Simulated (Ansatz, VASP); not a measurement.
# Zn in two plane-wave programs

One calculation is typed for both programs; each brings its own data sets. How far apart do they land? Of the first pair: The structure shown is frame 250 of Ansatz's trajectory.

Program: Ansatz 0.2.0. Level of theory: plane waves, with VASP 6.6.1 beside it; single point at LDA. Results are calculated unless marked as measured.

### Step 1. Set-up

The cell holds 48 atoms: 48 Zn. Its edges and angles: a = 9.257 Å, b = 9.257 Å, c = 9.257 Å, α = 90.0°, β = 90.0°, γ = 90.0°. As first built, before any earlier steps moved the atoms (in the runner's words): 48 atoms (48 Zn) placed at random at 6.57 g/cm^3 and pushed apart to contact distance.

### Step 2. Ansatz: dynamics, LDA

Ansatz runs on its default PAW (the set named soft_2) files.

One frame of this run of dynamics is then solved in both programs, so the motion causes no difference.

Input file input.yaml:

```yaml
crystal:
  lattice:
    - [9.2567, 0.0, 0.0]
    - [0.0, 9.2567, 0.0]
    - [0.0, 0.0, 9.2567]
  atoms:
    - { symbol: Zn, position: [0.48697, 0.96668, 0.13268] }
    - { symbol: Zn, position: [0.87904, 0.37123, 0.3759] }
    - { symbol: Zn, position: [0.71297, 0.44338, 0.58917] }
    - { symbol: Zn, position: [0.11388, 0.84366, 0.46585] }
    - { symbol: Zn, position: [0.37313, 0.84257, 0.33801] }
    - { symbol: Zn, position: [0.41606, 0.10486, 0.37256] }
    - { symbol: Zn, position: [0.27013, 0.27322, 0.79124] }
    - { symbol: Zn, position: [0.2472, 0.44232, 0.99366] }
    - { symbol: Zn, position: [0.91117, 0.67052, 0.5219] }
    - { symbol: Zn, position: [0.30044, 0.1882, 0.03916] }
    - { symbol: Zn, position: [0.54389, 0.12234, 0.63833] }
    - { symbol: Zn, position: [0.7714, 0.74827, 0.97442] }
    - { symbol: Zn, position: [0.12845, 0.51916, 0.49211] }
    - { symbol: Zn, position: [0.08562, 0.56618, 0.82218] }
    - { symbol: Zn, position: [0.52263, 0.25864, 0.87559] }
    - { symbol: Zn, position: [0.47853, 0.45791, 0.70878] }
    - { symbol: Zn, position: [0.21292, 0.82765, 0.7096] }
    - { symbol: Zn, position: [0.76208, 0.25245, 0.76413] }
    - { symbol: Zn, position: [0.17171, 0.00337, 0.90225] }
    - { symbol: Zn, position: [0.86718, 0.89263, 0.38694] }
    - { symbol: Zn, position: [0.29236, 0.05365, 0.59962] }
    - { symbol: Zn, position: [0.68016, 0.80716, 0.2146] }
    - { symbol: Zn, position: [0.33865, 0.6374, 0.8418] }
    - { symbol: Zn, position: [0.91894, 0.08666, 0.55968] }
    - { symbol: Zn, position: [0.9633, 0.39923, 0.65892] }
    - { symbol: Zn, position: [0.01859, 0.68842, 0.04591] }
    - { symbol: Zn, position: [0.77983, 0.88378, 0.65438] }
    - { symbol: Zn, position: [0.24578, 0.83706, 0.09872] }
    - { symbol: Zn, position: [0.83238, 0.02763, 0.88949] }
    - { symbol: Zn, position: [0.18199, 0.39782, 0.2625] }
    - { symbol: Zn, position: [0.6186, 0.26763, 0.41687] }
    - { symbol: Zn, position: [0.09787, 0.25791, 0.46946] }
    - { symbol: Zn, position: [0.14852, 0.66606, 0.27417] }
    - { symbol: Zn, position: [0.67007, 0.63752, 0.4161] }
    - { symbol: Zn, position: [0.83114, 0.6019, 0.7635] }
    - { symbol: Zn, position: [0.37453, 0.61269, 0.14935] }
    - { symbol: Zn, position: [0.95047, 0.23022, 0.16483] }
    - { symbol: Zn, position: [0.0181, 0.20409, 0.82744] }
    - { symbol: Zn, position: [0.70201, 0.06335, 0.27269] }
    - { symbol: Zn, position: [0.42766, 0.65755, 0.51767] }
    - { symbol: Zn, position: [0.53786, 0.82693, 0.74213] }
    - { symbol: Zn, position: [0.44771, 0.45635, 0.34856] }
    - { symbol: Zn, position: [0.1738, 0.11795, 0.2594] }
    - { symbol: Zn, position: [0.34783, 0.30415, 0.53919] }
    - { symbol: Zn, position: [0.97372, 0.81633, 0.81978] }
    - { symbol: Zn, position: [0.6362, 0.49842, 0.92207] }
    - { symbol: Zn, position: [0.68079, 0.46574, 0.1798] }
    - { symbol: Zn, position: [0.53215, 0.22909, 0.15799] }
kpoints:
  mp_grid: { grid: [1, 1, 1] }
hamiltonian:
  xc: lda
scf:
  occupations: { method: fermi_dirac, width: 0.062 }
output:
  forces: true
  stress: true
md:
  timestep: 4.0
  n_steps: 750
  ensemble: nvt_nose_hoover
  temperature: 1223
  initial_velocities: maxwell_boltzmann
  seed: 5
  temperature_schedule:
    - { n_steps: 93, end_temperature: 1223 }
    - { n_steps: 93, end_temperature: 723 }
```

Launch:

```console
$ ansatz run input.yaml --threads 8 --pin off --max-ram 15360MiB --backend cpu --events-out ev --progress --plain --runs-dir out
```

Numbers of over 12 decimals in the logs are rounded to 6 here.

The log of the run:

```text
Warning: md: disabling space-group detection — thermal motion breaks the input geometry's symmetry, so no spatial operation reduces the k-mesh or symmetrises the density; time reversal is kept, so that k and −k are solved as one point where they differ and the mesh holds both, and exact exchange and, on two spinor components, a DFT+U term hold to it where the run has them: on two components no moment then forms, and  [...]
Warning: output.stress: scf.convergence.dr2_threshold = 4.8e-8 eV (the default of an md: trajectory) is looser than the 4.8e-9 eV advised for a printed stress (1e-10 eV for each atom of the cell: 48). What an SCF threshold leaves in a stress goes as its square root, and in the free energy as the threshold itself, and one threshold admits the most on a small cell: [figures from the program's tests cut] Set scf.converg [...]
Engine: ansatz 0.2.0, aarch64-unknown-linux-gnu
Pseudopotentials: kind: paw
Pseudopotential: Zn, paw, valence charge 12, recommended cutoff 420 eV (normal), Zn.paw.azcp
Functional definition: SPW92
  exchange = slater_x
  correlation = pw_c
Crystal: 48 atoms, lattice volume = 793.174 Å³
Basis set: ecut = 420 eV, 15515 PW (Γ)
Bands: 346, of which v1, the nominal top of the filled ones, is band 288 counted from 1 (287 counted from 0)
Symmetry: 1 space group operations
k-points: 1
Non-local potential: Zn, projectors of the file, l = 0: 2, l = 1: 2, l = 2: 3, l = 3: 1
PAW form: soft (Blöchl's): semilocal exchange-correlation on the pseudo side does not see the compensation charge
PAW frozen core: Zn, regenerated for the run's functional, and the local potential with it (the file was generated under x = pbe(κ = 0.804, μ = 0.219515), c = pbe(β = 0.066725))
PAW one-centre angular grid: Zn, 590 points (default); XC on 64 Gauss nodes
Initial density: superposition of atomic densities (neutral atoms: chi_scale 0, normalization atom), corrected by the library's trained network
Initial wavefunctions: pseudopotential atomic-orbital guess
Functional: x = slater, c = lda
SCF iter   1: F=—  HF=-155796.109278 eV  |F-HF|=—  |Δ(HF+E_count)|=         —  Δρ=9.67e-3  dr2=3.05e0  ethr=1.77e-3  ⟨swp⟩=6.0  Hψ=1487  notcnv=0  defer=25
preconditioner: auto → LDOS  [insulator: Δε(μ)=0.232 eV  Ē_g=10.456 eV  σ=0.062 eV  W_gap=0.73  n_scr=250 (ndim 8)  ℏωp=31.6 eV  f_vac=0.022  D(μ)=13.03/eV (n_scr^D=80)  ε∞_Penn≈10.2  β→1.0]
SCF iter   2: F=—  HF=-155795.834527 eV  |F-HF|=—  |Δ(HF+E_count)|=   2.75e-1  Δρ=9.03e-3  dr2=9.00e-1  ethr=5.29e-4  ⟨swp⟩=3.0  Hψ=710  notcnv=0  defer=30
SCF iter   3: F=—  HF=-155795.640196 eV  |F-HF|=—  |Δ(HF+E_count)|=   1.94e-1  Δρ=6.47e-3  dr2=2.40e-1  ethr=1.56e-4  ⟨swp⟩=2.0  Hψ=632  notcnv=0  defer=30
SCF iter   4: F=—  HF=-155795.552167 eV  |F-HF|=—  |Δ(HF+E_count)|=   8.80e-2  Δρ=9.49e-4  dr2=3.32e-2  ethr=4.16e-5  ⟨swp⟩=2.0  Hψ=711  notcnv=0  defer=30
SCF iter   5: F=—  HF=-155795.547042 eV  |F-HF|=—  |Δ(HF+E_count)|=   5.12e-3  Δρ=3.46e-4  dr2=1.60e-3  ethr=5.76e-6  ⟨swp⟩=2.0  Hψ=351  notcnv=0  defer=30
SCF iter   6: F=—  HF=-155795.547042 eV  |F-HF|=—  |Δ(HF+E_count)|=   3.80e-7  Δρ=1.53e-4  dr2=2.10e-4  ethr=2.77e-7  ⟨swp⟩=2.0  Hψ=563  notcnv=0  defer=30
SCF iter   7: F=—  HF=-155795.547057 eV  |F-HF|=—  |Δ(HF+E_count)|=   1.52e-5  Δρ=7.17e-5  dr2=3.92e-5  ethr=3.65e-8  ⟨swp⟩=2.0  Hψ=603  notcnv=0  defer=30
SCF iter   8: F=—  HF=-155795.547516 eV  |F-HF|=—  |Δ(HF+E_count)|=   4.59e-4  Δρ=2.28e-5  dr2=6.96e-6  ethr=6.80e-9  ⟨swp⟩=2.0  Hψ=599  notcnv=0  defer=30
SCF iter   9: F=—  HF=-155795.547516 eV  |F-HF|=—  |Δ(HF+E_count)|=   2.58e-7  Δρ=9.62e-6  dr2=1.21e-6  ethr=1.21e-9  ⟨swp⟩=3.0  Hψ=677  notcnv=0  defer=30
SCF iter  10: F=—  HF=-155795.547515 eV  |F-HF|=—  |Δ(HF+E_count)|=   1.13e-7  Δρ=5.16e-6  dr2=2.35e-7  ethr=2.09e-10  ⟨swp⟩=2.0  Hψ=598  notcnv=0  defer=30
SCF iter  11: F=-155795.547515 eV  HF=-155795.547515 eV  |F-HF|=2.31e-8  |Δ(HF+E_count)|=   3.68e-8  Δρ=1.92e-6  dr2=3.93e-8  ethr=8.33e-12  ⟨swp⟩=4.0  Hψ=1217  notcnv=0
SCF 1 converged in 11 iterations: F = -155795.547515 eV  dr2 = 3.93e-8
[...]
md step   712: t =  2848.00 fs  T =   714.8 K (target 723.0 K)  F+E_penalty+E_count = -155802.55273360 eV  E_kin = 4.342620 eV  conserved = -155788.13295007 eV  P_inst = 3.1604 GPa  (4 SCF iters)
md step   714: t =  2856.00 fs  T =   718.6 K (target 723.0 K)  F+E_penalty+E_count = -155802.61703118 eV  E_kin = 4.365709 eV  conserved = -155788.13285508 eV  P_inst = 3.2027 GPa  (4 SCF iters)
md step   716: t =  2864.00 fs  T =   705.0 K (target 723.0 K)  F+E_penalty+E_count = -155802.57139375 eV  E_kin = 4.283146 eV  conserved = -155788.13168080 eV  P_inst = 3.2658 GPa  (3 SCF iters)
md step   718: t =  2872.00 fs  T =   685.4 K (target 723.0 K)  F+E_penalty+E_count = -155802.48521312 eV  E_kin = 4.163876 eV  conserved = -155788.13104662 eV  P_inst = 3.3227 GPa  (3 SCF iters)
md step   720: t =  2880.00 fs  T =   666.7 K (target 723.0 K)  F+E_penalty+E_count = -155802.40036313 eV  E_kin = 4.050234 eV  conserved = -155788.13144538 eV  P_inst = 3.3548 GPa  (8 SCF iters)
md step   722: t =  2888.00 fs  T =   647.9 K (target 723.0 K)  F+E_penalty+E_count = -155802.30799325 eV  E_kin = 3.935859 eV  conserved = -155788.13109058 eV  P_inst = 3.3613 GPa  (4 SCF iters)
md step   724: t =  2896.00 fs  T =   633.0 K (target 723.0 K)  F+E_penalty+E_count = -155802.23216315 eV  E_kin = 3.845473 eV  conserved = -155788.12989712 eV  P_inst = 3.3341 GPa  (4 SCF iters)
md step   726: t =  2904.00 fs  T =   631.2 K (target 723.0 K)  F+E_penalty+E_count = -155802.23025326 eV  E_kin = 3.834474 eV  conserved = -155788.12999745 eV  P_inst = 3.2611 GPa  (4 SCF iters)
md step   728: t =  2912.00 fs  T =   640.2 K (target 723.0 K)  F+E_penalty+E_count = -155802.28904955 eV  E_kin = 3.889283 eV  conserved = -155788.13135952 eV  P_inst = 3.1588 GPa  (4 SCF iters)
md step   730: t =  2920.00 fs  T =   646.8 K (target 723.0 K)  F+E_penalty+E_count = -155802.32658802 eV  E_kin = 3.929367 eV  conserved = -155788.13190262 eV  P_inst = 3.0636 GPa  (8 SCF iters)
md step   732: t =  2928.00 fs  T =   644.2 K (target 723.0 K)  F+E_penalty+E_count = -155802.30188390 eV  E_kin = 3.913950 eV  conserved = -155788.13092726 eV  P_inst = 2.9882 GPa  (4 SCF iters)
md step   734: t =  2936.00 fs  T =   639.2 K (target 723.0 K)  F+E_penalty+E_count = -155802.25661607 eV  E_kin = 3.883347 eV  conserved = -155788.12975796 eV  P_inst = 2.9091 GPa  (4 SCF iters)
md step   736: t =  2944.00 fs  T =   640.9 K (target 723.0 K)  F+E_penalty+E_count = -155802.24759048 eV  E_kin = 3.893502 eV  conserved = -155788.12952057 eV  P_inst = 2.8005 GPa  (3 SCF iters)
md step   738: t =  2952.00 fs  T =   650.8 K (target 723.0 K)  F+E_penalty+E_count = -155802.28393887 eV  E_kin = 3.954051 eV  conserved = -155788.12988618 eV  P_inst = 2.6650 GPa  (4 SCF iters)
md step   740: t =  2960.00 fs  T =   664.8 K (target 723.0 K)  F+E_penalty+E_count = -155802.33912547 eV  E_kin = 4.038927 eV  conserved = -155788.13017566 eV  P_inst = 2.5292 GPa  (8 SCF iters)
md step   742: t =  2968.00 fs  T =   678.5 K (target 723.0 K)  F+E_penalty+E_count = -155802.38730248 eV  E_kin = 4.121793 eV  conserved = -155788.13028507 eV  P_inst = 2.4239 GPa  (4 SCF iters)
md step   744: t =  2976.00 fs  T =   689.2 K (target 723.0 K)  F+E_penalty+E_count = -155802.41361211 eV  E_kin = 4.186973 eV  conserved = -155788.13026435 eV  P_inst = 2.3710 GPa  (4 SCF iters)
md step   746: t =  2984.00 fs  T =   696.3 K (target 723.0 K)  F+E_penalty+E_count = -155802.41426690 eV  E_kin = 4.230051 eV  conserved = -155788.13002138 eV  P_inst = 2.3778 GPa  (3 SCF iters)
md step   748: t =  2992.00 fs  T =   701.5 K (target 723.0 K)  F+E_penalty+E_count = -155802.40073910 eV  E_kin = 4.261848 eV  conserved = -155788.12972181 eV  P_inst = 2.4356 GPa  (3 SCF iters)
[...]
md step   750: t =  3000.00 fs  T =   707.6 K (target 723.0 K)  F+E_penalty+E_count = -155802.39015841 eV  E_kin = 4.298903 eV  conserved = -155788.12974336 eV  P_inst = 2.5263 GPa  (8 SCF iters)
SCF converged after 8 iterations
Free energy (F): -155802.390158 eV
Harris-Foulkes:  -155802.390158 eV  (|F-HF|=1.02e-8)
Internal energy: -155802.247714 eV  (E = F + TS)
E sigma→0 (E₀):  -155802.318936 eV
Entropy (-TS):   -0.142445 eV (-2.968 meV/atom)
Fermi energy:    9.170562 eV
--- Per-component energies (eV) ---
  E_band       = 1285.487700
  E_kinetic    = 6360.786794
  E_local      = -93154.938566  (includes V_loc(G=0)·N_el)
  E_nonlocal   = 29399.956907
  E_hartree    = 40044.571864
  E_xc         = -6560.213754
  E_vxc        = -2634.719627  (∫ρ·V_xc dr)
  E_paw        = -84102.874196  (= ΣΔE_a)
  E_vpaw       = -18774.725535  (= ΣTr[D̂ρ^β])
  E_aug_tail   = -0.017382  (compensation charges beyond the density's cutoff)
  E_ewald      = -47864.262163
  E_core_change = 74.742784  (= ΣΔE_core)
  E_smearing   = -0.142445  (= −TS)
  E_closure    = 0.000000  (closes the sum)
  Σ components = -155802.390158   (vs F -155802.390158, Δ=0.00e0)
--- Forces (eV/Å), atoms counted from 1 ---
  atom   1  Zn     0.49214600     0.54546581     0.63909145
  atom   2  Zn     0.25295984     0.02708033    -0.28470537
  atom   3  Zn    -0.32695469     0.21654117    -0.24035527
  atom   4  Zn    -0.06437746    -0.10552954     0.52362006
  atom   5  Zn    -0.19451606     0.06397507    -0.02396818
  atom   6  Zn    -0.62252421     0.20886207    -0.34417491
  atom   7  Zn     0.17701779    -0.39568922    -0.06583256
  atom   8  Zn     0.08938505    -1.10657615    -0.24924517
  atom   9  Zn     0.74112277    -0.03754250    -0.35347054
  atom  10  Zn     0.87557296     0.10205874     0.09904948
  atom  11  Zn     0.59850813    -0.17279425     0.37058148
  atom  12  Zn    -0.52347915    -0.10313589     0.87144648
  atom  13  Zn    -1.54426483     0.99657871    -0.38512841
  atom  14  Zn    -0.06377556    -0.68892836    -0.47989673
  atom  15  Zn    -0.17853771    -0.00922818     0.00002889
  atom  16  Zn    -0.51093876    -0.47320000     0.30953410
  atom  17  Zn     0.32466843    -0.68996216     0.43107098
  atom  18  Zn    -0.07818589    -0.15153964     0.12642689
  atom  19  Zn    -0.48997528    -0.10777865     0.56689213
  atom  20  Zn    -0.32745989    -0.08457386    -0.16372116
  atom  21  Zn     0.13729470    -0.33934725    -0.26893859
  atom  22  Zn    -0.29993586     0.70567621    -0.11036046
  atom  23  Zn    -0.53398848     0.24192078     0.40196465
  atom  24  Zn     0.31713769     0.48218715    -0.47700462
[...]
atom  41  Zn     0.95642234     0.02562332     0.05676139
  atom  42  Zn    -0.33603470    -0.22120357    -0.29837189
  atom  43  Zn    -0.16854079     0.20728431     0.83131481
  atom  44  Zn     0.50944912    -0.85991346     0.36223180
  atom  45  Zn    -0.69518787     0.15190406    -1.05149650
  atom  46  Zn    -0.87617274    -0.52482711    -0.60496565
  atom  47  Zn    -0.50374884    -0.46671462    -0.22778645
  atom  48  Zn    -0.47999706    -0.35668377     0.57167681
  max |Σ_I F_I| component: 3.61e-5 eV/Å
--- Stress (GPa, compression-positive) ---
        3.651413      -0.363376       0.015056
       -0.363376       0.228451       0.393063
        0.015056       0.393063       1.925294
  P = ⅓ Tr σ = 1.9351 GPa (19.351 kbar)
--- MD trajectory: 750 steps, t = 0.0 → 3000.0 fs ---
  final state: T = 707.6 K   F+E_penalty+E_count = -155802.39015841 eV   E_kin = 4.298903 eV
  conserved energy: peak-to-peak 3.264e-2 eV (6.800e-4 eV/atom) over 3000.0 fs
```

Reading the cycles: dr2 is the Hartree energy of the density residual (eV), the measure of convergence; HF is the Harris–Foulkes estimate of the energy, which meets the free energy F at convergence.

[end of part 1 of 3]

[Lines on the potential files, build, host, timing and source positions are cut from VASP's logs without a mark.]

[Logs are printed without paths, hosts, clocks, repeated set-up lines and the standing remarks that a program may print on its own settings, such as how far it seeks lower states.]

[Hosts, paths, dates, database ids (printed as entryN), source tags and the programs' standing remarks are cut or masked in the printed files.]
